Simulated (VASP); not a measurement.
Data:

```
CELL_PARAMETERS angstrom
     -2.99128     2.99128     2.99128
      2.99128    -2.99128     2.99128
      2.99128     2.99128    -2.99128
ATOMIC_POSITIONS crystal
  Cs 0.00000 0.00000 0.00000
```

Calculation: vdW-DF2, VASP's PBE PAW potentials (set 64) (plane waves; VASP). Numerical set-up: 520 eV cut-off, 10×10×10 Γ-centred mesh, tetrahedra with Blöchl corrections, potentials Cs_sv.

**Question.** The job: Cs (bcc), 1 atom, vdW-DF2, static run, 520 eV, 10×10×10 Γ-centred mesh. Roughly how much core time does it take on a busy server core?

**Answer.** About 70 core-seconds (one run on a shared machine, a rough figure). It had 47 irreducible k-points, 8 bands, up to 2912 plane waves and 13 electronic steps.

The compound is Cs in the bcc structure. It was relaxed first, which changed the volume by -6 %.
